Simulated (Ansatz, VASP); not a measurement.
Na2CdH4: VASP beside Ansatz

```
Na Cd H
1.0
     0.00000    3.69554    3.69554
     3.69554    0.00000    3.69554
     3.69554    3.69554    0.00000
Na Cd H
2 1 4
Direct
  0.75000 0.75000 0.75000
  0.00000 0.00000 0.00000
  0.50000 0.50000 0.50000
  0.36130 0.91611 0.36130
  0.36130 0.36130 0.36130
  0.91611 0.36130 0.36130
  0.36130 0.36130 0.91611
```

Alike in both runs: functional PBE; k mesh 6 × 6 × 6; occupations gaussian, width 0.02 eV; no spin polarisation.

Ansatz relaxed the structure, and its values are those at the end. VASP's run is a single point on that final structure, the one shown.

```csv
,VASP,Ansatz
version,VASP 6.6.1,Ansatz 0.2.0
potentials or method,"VASP PAW PBE potentials, release 64 (Na_pv, Cd, H)","scalar-relativistic, plane waves, PAW"
plane-wave cutoff (eV),520,420
valence electrons in the cell,30,42
```

|  | VASP | Ansatz | Ansatz less VASP |
| --- | --- | --- | --- |
| gap on the k mesh at the Fermi level (eV) | 2.46 | 2.45 | -0.005 |
| least direct gap on the mesh (eV) | 3.07 | 3.06 | -0.004 |
| pressure (GPa) | 0.1 | 0.0 | -0.05 |
| rms of the force components (eV/Å) | 0.016 | 0.001 | -0.0152 |

With one functional, cell and mesh, what is left measures potentials, basis and numerics. The two sets of potentials don't hold the same shells in valence.

A k mesh can miss the band edges.
